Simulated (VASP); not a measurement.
**AlN: band structure with LDA**

**Experimental background.**

From “Structural and optical properties of self-assembled AlN nanowires grown on SiO2/Si substrates by molecular beam epitaxy”, 2024, arxiv:2402.00216, for a bulk crystal of AlN at 0 K: band gap 6.0343 eV (an exciton energy, a little under the gap).

Crystal: AlN.

```
Al N
1.0
     3.09182    0.00000    0.00000
    -1.54591    2.67759    0.00000
     0.00000    0.00000    4.94843
Al N
2 2
Direct
  0.33333 0.66667 0.99902
  0.66667 0.33333 0.49902
  0.33333 0.66667 0.38098
  0.66667 0.33333 0.88098
```

```json
{
 "Program": "VASP 6.6.1",
 "Task": "band structure",
 "Functional": "LDA",
 "Potentials or basis": "VASP PAW LDA potentials, release 64 (Al, N)",
 "Cutoff": "520 eV",
 "k mesh": "12 × 12 × 6",
 "Occupations": "gaussian, width 0.02 eV",
 "Spin": "no spin polarisation",
 "Further INCAR settings": "ALGO = Normal; EDIFF = 1e-07"
}
```

```
Pressure                : 0.0 GPa
Band gap on the k mesh  : 4.40 eV, direct
Band gap along the path : 4.40 eV, direct
```

Levels at the corners of the path, in eV from the valence-band top:
```tsv
point	band 6	band 7	band 8	band 9	band 10	band 11
Γ	-0.23	-0.23	0.00	4.40	6.70	10.63
M	-2.14	-1.84	-0.71	5.72	5.72	8.24
M	-2.14	-1.84	-0.71	5.72	5.72	8.24
K	-2.53	-2.45	-2.45	4.90	8.30	9.65
K	-2.53	-2.45	-2.45	4.90	8.30	9.65
Γ	-0.23	-0.23	0.00	4.40	6.70	10.63
Γ	-0.23	-0.23	0.00	4.40	6.70	10.63
A	-0.57	-0.57	-0.57	6.58	6.58	10.30
A	-0.57	-0.57	-0.57	6.58	6.58	10.30
L	-1.51	-1.40	-1.40	5.25	5.25	9.19
L	-1.51	-1.40	-1.40	5.25	5.25	9.19
H	-3.99	-0.81	-0.81	7.35	7.35	7.80
H	-3.99	-0.81	-0.81	7.35	7.35	7.80
A	-0.57	-0.57	-0.57	6.58	6.58	10.30
L	-1.51	-1.40	-1.40	5.25	5.25	9.19
M	-2.14	-1.84	-0.71	5.72	5.72	8.24
K	-2.53	-2.45	-2.45	4.90	8.30	9.65
H	-3.99	-0.81	-0.81	7.35	7.35	7.80
```

It took 2.8 min on 1 thread of AMD EPYC 7R13 Processor (Zen 3) (shared host), peak memory 0.15 GiB.

Against the measured gap of AlN, 6.0343 eV (an exciton energy, a little under the gap; 0 K; quoted in “Structural and optical properties of self-assembled AlN nanowires grown on SiO2/Si substrates by molecular beam epitaxy”, 2024, arxiv:2402.00216), the calculated 4.40 eV is off by -1.64 eV. 2 values of this kind are on record (6.034 to 6.0343 eV); this one was drawn at random. The value is that of LDA, without temperature or zero-point motion. Semilocal functionals fall short of measured gaps as a rule.
